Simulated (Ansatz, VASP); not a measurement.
# Cross-check of SiO2 (Cristobalite) between VASP and Ansatz

One calculation is typed for both programs; each brings its own data sets. How far apart do they land? The cell is taken from a series of runs on this material, whose earlier steps may have relaxed, scaled, displaced or heated it; both programs get it as it stands.

Method: plane waves, with VASP 6.6.1 beside it; zone-centre phonons at LDA, in Ansatz 0.2.0.

## Step 1: Starting point

Symmetry: P4_12_12, No. 92, tetragonal system. The conventional cell has a = 5.042 Å, b = 5.042 Å, c = 6.938 Å, α = 90.00°, β = 90.00°, γ = 90.00°. Nearest to O lie 2 Si at 1.61 Å. Nearest to Si lie 4 O at 1.61 Å. Farther neighbours and most contacts between anions are not listed.

## Step 2: VASP: zone-centre phonons, LDA

Second derivatives magnify differences that forces hide, and they need a tight electronic threshold.

Lines of VASP's logs that name or quote its potential files are left out, and so is its time.

Contents of INCAR:

```
SYSTEM = SiO2
PREC = Accurate
ENCUT = 600
EDIFF = 1E-08
NELM = 120
ISMEAR = 0
SIGMA = 0.01
LREAL = .FALSE.
ALGO = Normal
GGA = PW92
NBANDS = 44
LORBIT = 11
LWAVE = .FALSE.
LCHARG = .FALSE.
ISIF = 2
IBRION = 8
LEPSILON = .TRUE.
LASPH = .TRUE.
GGA_COMPAT = .FALSE.
EFERMI = MIDGAP
KPAR = 2
```

Contents of POSCAR:

```
SiO2
1.0
    5.0422415638      0.0000000000      0.0000000000
    0.0000000000      5.0422415638      0.0000000000
    0.0000000000      0.0000000000      6.9383382670
O Si
8 4
Direct
    0.2405167154      0.0958592772      0.1759385458
    0.4041407228      0.7405167154      0.4259385458
    0.7594832846      0.9041407228      0.6759385458
    0.5958592772      0.2594832846      0.9259385458
    0.7405167154      0.4041407228      0.5740614542
    0.9041407228      0.7594832846      0.3240614542
    0.2594832846      0.5958592772      0.0740614542
    0.0958592772      0.2405167154      0.8240614542
    0.2959103420      0.2959103420      1.0000000000
    0.2040896580      0.7959103420      0.2500000000
    0.7040896580      0.7040896580      0.5000000000
    0.7959103420      0.2040896580      0.7500000000
```

Contents of KPOINTS:

```
Automatic mesh
0
Gamma
4 4 4
0 0 0
```

The projector-augmented-wave data sets are O and Si (LDA family, release 64).

Run with:

```console
> mpirun -np 2 vasp_std
```

Numbers of over 12 decimals in the logs are rounded to 6 here.

The log of the run:

```text
[banner, memory and clock lines left out]
running    2 mpi-ranks, on    1 nodes
 distrk:  each k-point on    1 cores,    2 groups
 distr:  one band on    1 cores,    1 groups

 POSCAR found type information on POSCAR O Si
 POSCAR found :  2 types and      12 ions
|                                                                             |
|               ----> ADVICE to this user running VASP <----                  |
|                                                                             |
|     You enforced a specific xc type in the INCAR file but a different       |
|     [... a line on the potential file left out ...]
|     I HOPE YOU KNOW WHAT YOU ARE DOING!                                     |
|                                                                             |

 LDA part: xc-table for (Slater(with rela. corr.)+PW92), standard interpolation
 POSCAR, INCAR and KPOINTS ok, starting setup
 FFT: planning ... GRIDC
 FFT: planning ... GRID_SOFT
 FFT: planning ... GRID
 WAVECAR not read
 entering main loop
       N       E                     dE             d eps       ncg     rms          rms(c)
DAV:   1     0.429216838889E+03    0.42922E+03   -0.35172E+04  1584   0.148E+03
DAV:   2    -0.830608130967E+02   -0.51228E+03   -0.49488E+03  2028   0.322E+02
DAV:   3    -0.117227691840E+03   -0.34167E+02   -0.33998E+02  1952   0.886E+01
DAV:   4    -0.117697043286E+03   -0.46935E+00   -0.46849E+00  1968   0.114E+01
DAV:   5    -0.117705585609E+03   -0.85423E-02   -0.85368E-02  1916   0.150E+00    0.303E+01
DAV:   6    -0.104274831489E+03    0.13431E+02   -0.52309E+01  1836   0.329E+01    0.150E+01
DAV:   7    -0.104043169641E+03    0.23166E+00   -0.14330E+00  1860   0.504E+00    0.523E+00
DAV:   8    -0.103918827633E+03    0.12434E+00   -0.77952E-02  1952   0.166E+00    0.201E+00
DAV:   9    -0.103897785115E+03    0.21043E-01   -0.31619E-02  1944   0.107E+00    0.315E-01
DAV:  10    -0.103899148692E+03   -0.13636E-02   -0.37638E-03  1848   0.294E-01    0.118E-01
DAV:  11    -0.103899097317E+03    0.51375E-04   -0.11108E-03  1912   0.172E-01    0.187E-02
DAV:  12    -0.103899102159E+03   -0.48421E-05   -0.26481E-05  1860   0.257E-02    0.125E-02
DAV:  13    -0.103899104437E+03   -0.22776E-05   -0.10590E-05  1792   0.147E-02    0.479E-03
DAV:  14    -0.103899104701E+03   -0.26466E-06   -0.27890E-07  1948   0.267E-03    0.866E-04
DAV:  15    -0.103899104721E+03   -0.19451E-07   -0.20365E-08  1432   0.645E-04    0.563E-04
DAV:  16    -0.103899104719E+03    0.22528E-08   -0.73774E-09  1332   0.437E-04
   1 F= -.10389910E+03 E0= -.10389910E+03  d E =0.000000E+00
 Linear response reoptimize wavefunctions to high precision
DAV:   1    -0.103899104719E+03   -0.72760E-11   -0.50361E-09  1036   0.349E-04
DAV:   2    -0.103899104719E+03   -0.84583E-10   -0.53090E-10   984   0.113E-04
 Linear response G [H, r] |phi>, progress :
  Direction:   1
       N       E                     dE             d eps       ncg     rms
RMM:   1    -0.241776266264E+03   -0.24178E+03    0.23560E+02  3642   0.959E+01
RMM:   2    -0.225830387022E+03    0.15946E+02   -0.15051E+01  2754   0.187E+01
RMM:   3    -0.225964128435E+03   -0.13374E+00   -0.30661E-01  2861   0.238E+00
RMM:   4    -0.225969367984E+03   -0.52395E-02   -0.84383E-03  2991   0.386E-01
RMM:   5    -0.225969492773E+03   -0.12479E-03   -0.44050E-04  3007   0.725E-02
RMM:   6    -0.225969497300E+03   -0.45267E-05   -0.69992E-05  3061   0.171E-02
RMM:   7    -0.225969500186E+03   -0.28860E-05   -0.83575E-05  3137   0.781E-03
RMM:   8    -0.225969500553E+03   -0.36734E-06   -0.78275E-05  3140   0.624E-03
RMM:   9    -0.225969499446E+03    0.11077E-05   -0.97574E-05  3053   0.602E-03
RMM:  10    -0.225969499427E+03    0.18235E-07   -0.34518E-05  2954   0.600E-03
RMM:  11    -0.225969498664E+03    0.76291E-06    0.27636E-04  2927   0.602E-03
 Linear response G [H, r] |phi>, progress :
  Direction:   2
       N       E                     dE             d eps       ncg     rms
RMM:   1    -0.241020294383E+03   -0.24102E+03    0.24290E+02  3540   0.957E+01
RMM:   2    -0.233244908837E+03    0.77754E+01   -0.13200E+01  2742   0.181E+01
RMM:   3    -0.233368711182E+03   -0.12380E+00   -0.25233E-01  2842   0.221E+00
RMM:   4    -0.233373642742E+03   -0.49316E-02   -0.73387E-03  2978   0.371E-01
RMM:   5    -0.233373760321E+03   -0.11758E-03   -0.27000E-04  3005   0.673E-02
RMM:   6    -0.233373764277E+03   -0.39552E-05    0.48307E-05  3050   0.157E-02
RMM:   7    -0.233373766619E+03   -0.23423E-05    0.37725E-05  3096   0.709E-03
RMM:   8    -0.233373766806E+03   -0.18709E-06    0.39901E-05  3090   0.567E-03
RMM:   9    -0.233373766458E+03    0.34836E-06    0.50686E-05  2971   0.547E-03
RMM:  10    -0.233373765893E+03    0.56496E-06    0.38183E-05  2872   0.545E-03
RMM:  11    -0.233373767229E+03   -0.13362E-05    0.81395E-05  2837   0.547E-03
[...]
dielectric tensor                  component  3 :    -0.012     0.000     2.232
 Linear response DOF=           5
 Linear response progress:
  Degree of freedom:   1/  5
       N       E                     dE             d eps       ncg     rms          rms(c)
RMM:   1    -0.371163352992E+00   -0.37116E+00    0.21679E-01  6060   0.255E+00
RMM:   2    -0.363382035541E+00    0.77813E-02   -0.71962E-03  5197   0.361E-01    0.175E-01
[...]
RMM:  15    -0.370963664448E+00    0.12559E-07   -0.36620E-07  6238   0.124E-04    0.724E-07
RMM:  16    -0.370963663658E+00    0.79059E-09   -0.45827E-07  6229   0.123E-04    0.325E-07
RMM:  17    -0.370963661503E+00    0.21544E-08   -0.37416E-07  6309   0.123E-04    0.146E-07
RMM:  18    -0.370963660251E+00    0.12528E-08   -0.46162E-07  6380   0.123E-04    0.919E-08
 first order change of Fermi-energy  -0.11006E+00
 force on displaced ion       1 direction 2 :  -6.771 -43.216  24.124
 Born effective charge ion    1 direction 2 :  -0.144  -2.308   0.823
 Linear response progress:
  Degree of freedom:   3/  5
       N       E                     dE             d eps       ncg     rms          rms(c)
RMM:   1    -0.377133794095E+00   -0.37713E+00    0.34600E-01  6287   0.268E+00
RMM:   2    -0.368597024687E+00    0.85368E-02   -0.10427E-02  5353   0.440E-01    0.305E-01
RMM:   3    -0.369042396243E+00   -0.44537E-03   -0.23426E-03  5635   0.194E-01    0.163E-01
RMM:   4    -0.370664459510E+00   -0.16221E-02   -0.13512E-03  5578   0.147E-01    0.455E-02
RMM:   5    -0.370831199566E+00   -0.16674E-03   -0.65948E-05  5960   0.331E-02    0.189E-02
RMM:   6    -0.370692077471E+00    0.13912E-03   -0.32322E-05  5964   0.147E-02    0.319E-03
RMM:   7    -0.370719725606E+00   -0.27648E-04    0.63049E-06  6032   0.366E-03    0.165E-03
RMM:   8    -0.370708046089E+00    0.11680E-04    0.22485E-06  5995   0.157E-03    0.607E-04
RMM:   9    -0.370703572683E+00    0.44734E-05   -0.48567E-07  5981   0.664E-04    0.323E-04
RMM:  10    -0.370705216347E+00   -0.16437E-05    0.93441E-07  5954   0.387E-04    0.768E-05
RMM:  11    -0.370705305113E+00   -0.88766E-07    0.32914E-07  6028   0.173E-04    0.312E-05
RMM:  12    -0.370705430539E+00   -0.12543E-06    0.35601E-07  6061   0.134E-04    0.102E-05
RMM:  13    -0.370705368890E+00    0.61649E-07    0.43079E-07  6156   0.116E-04    0.403E-06
RMM:  14    -0.370705395748E+00   -0.26859E-07    0.29774E-07  6271   0.113E-04    0.135E-06
RMM:  15    -0.370705385301E+00    0.10447E-07    0.32581E-07  6257   0.112E-04    0.562E-07
RMM:  16    -0.370705388832E+00   -0.35314E-08    0.20131E-07  6139   0.111E-04    0.248E-07
RMM:  17    -0.370705388006E+00    0.82664E-09    0.19224E-07  6276   0.111E-04    0.125E-07
RMM:  18    -0.370705388996E+00   -0.99072E-09    0.19937E-07  6314   0.110E-04    0.780E-08
 first order change of Fermi-energy  -0.58684E-01
 force on displaced ion       1 direction 3 :   5.278  24.114 -26.204
 Born effective charge ion    1 direction 3 :   0.057   0.815  -1.639
 Linear response progress:
  Degree of freedom:   4/  5
       N       E                     dE             d eps       ncg     rms          rms(c)
RMM:   1    -0.501427517395E-01   -0.50143E-01   -0.33919E-02  9310   0.135E+00
RMM:   2    -0.259576185248E-01    0.24185E-01   -0.41715E-03  5578   0.403E-01    0.282E-01
RMM:   3    -0.254317241490E-01    0.52589E-03   -0.13009E-03  5864   0.124E-01    0.155E-01
RMM:   4    -0.250549262139E-01    0.37680E-03   -0.71632E-04  5977   0.809E-02    0.324E-02
RMM:   5    -0.249957552477E-01    0.59171E-04   -0.84215E-05  5957   0.192E-02    0.991E-03
RMM:   6    -0.249744397459E-01    0.21316E-04   -0.57179E-05  5875   0.117E-02    0.263E-03
RMM:   7    -0.249678077138E-01    0.66320E-05    0.31467E-05  5994   0.342E-03    0.141E-03
RMM:   8    -0.249740048232E-01   -0.61971E-05   -0.62000E-06  5909   0.151E-03    0.299E-04
RMM:   9    -0.249738740232E-01    0.13080E-06   -0.40234E-06  5981   0.352E-04    0.206E-04
RMM:  10    -0.249735841651E-01    0.28986E-06    0.81686E-07  5989   0.243E-04    0.534E-05
RMM:  11    -0.249738126745E-01   -0.22851E-06   -0.15681E-06  5986   0.953E-05    0.198E-05
RMM:  12    -0.249737241572E-01    0.88517E-07   -0.11379E-06  6065   0.565E-05    0.881E-06
RMM:  13    -0.249737585436E-01   -0.34386E-07   -0.17526E-06  6213   0.442E-05    0.289E-06
RMM:  14    -0.249737710940E-01   -0.12550E-07   -0.17060E-06  6105   0.421E-05    0.856E-07
RMM:  15    -0.249737200120E-01    0.51082E-07   -0.10910E-06  5925   0.408E-05    0.488E-07
RMM:  16    -0.249737313028E-01   -0.11291E-07   -0.99611E-07  5931   0.404E-05    0.266E-07
RMM:  17    -0.249737071149E-01    0.24188E-07   -0.76698E-07  5925   0.402E-05    0.821E-08
 first order change of Fermi-energy   0.39378E-01
 force on displaced ion       9 direction 1 : -46.253  -0.023   0.807
 Born effective charge ion    9 direction 1 :   3.354   0.022  -0.313
 Linear response progress:
  Degree of freedom:   5/  5
       N       E                     dE             d eps       ncg     rms          rms(c)
RMM:   1    -0.545210946017E-01   -0.54521E-01   -0.59481E-02  9411   0.137E+00
RMM:   2    -0.275825046789E-01    0.26939E-01   -0.41019E-03  5578   0.413E-01    0.288E-01
RMM:   3    -0.267050769613E-01    0.87743E-03   -0.10032E-03  5931   0.130E-01    0.162E-01
RMM:   4    -0.261995134603E-01    0.50556E-03   -0.17674E-03  6034   0.101E-01    0.330E-02
RMM:   5    -0.260760790875E-01    0.12343E-03   -0.47316E-04  6007   0.253E-02    0.137E-02
RMM:   6    -0.260136314505E-01    0.62448E-04   -0.90487E-05  5911   0.172E-02    0.424E-03
RMM:   7    -0.260126587989E-01    0.97265E-06   -0.34640E-05  6013   0.572E-03    0.265E-03
RMM:   8    -0.260145585691E-01   -0.18998E-05   -0.14170E-05  5950   0.298E-03    0.536E-04
RMM:   9    -0.260135569647E-01    0.10016E-05   -0.34918E-06  6001   0.575E-04    0.305E-04
RMM:  10    -0.260142110292E-01   -0.65406E-06   -0.50519E-06  5894   0.316E-04    0.692E-05
RMM:  11    -0.260140070071E-01    0.20402E-06   -0.33390E-06  6057   0.980E-05    0.332E-05
RMM:  12    -0.260138185125E-01    0.18849E-06   -0.26321E-06  6059   0.698E-05    0.171E-05
RMM:  13    -0.260137637862E-01    0.54726E-07   -0.22642E-06  6056   0.528E-05    0.520E-06
RMM:  14    -0.260137541700E-01    0.96161E-08   -0.20085E-06  6107   0.451E-05    0.199E-06
RMM:  15    -0.260137601278E-01   -0.59578E-08   -0.19766E-06  6189   0.431E-05    0.116E-06
RMM:  16    -0.260137133535E-01    0.46774E-07   -0.14414E-06  5984   0.420E-05    0.257E-07
RMM:  17    -0.260137048021E-01    0.85514E-08   -0.14487E-06  5890   0.414E-05    0.115E-07
RMM:  18    -0.260136803909E-01    0.24411E-07   -0.11193E-06  5884   0.412E-05    0.460E-08
 first order change of Fermi-energy   0.20711E-05
 force on displaced ion       9 direction 3 :   0.852  -0.857 -50.419
 Born effective charge ion    9 direction 3 :   0.180  -0.180   3.278
 Born effective charges drift removed
 Linear response finished
```

[end of part 1 of 3]

[Lines on the potential files, build, host, timing and source positions are cut from VASP's logs without a mark.]

[Logs are printed without paths, hosts, clocks, repeated set-up lines and the standing remarks that a program may print on its own settings, such as how far it seeks lower states.]

[Hosts, paths, dates, database ids (printed as entryN), source tags and the programs' standing remarks are cut or masked in the printed files.]
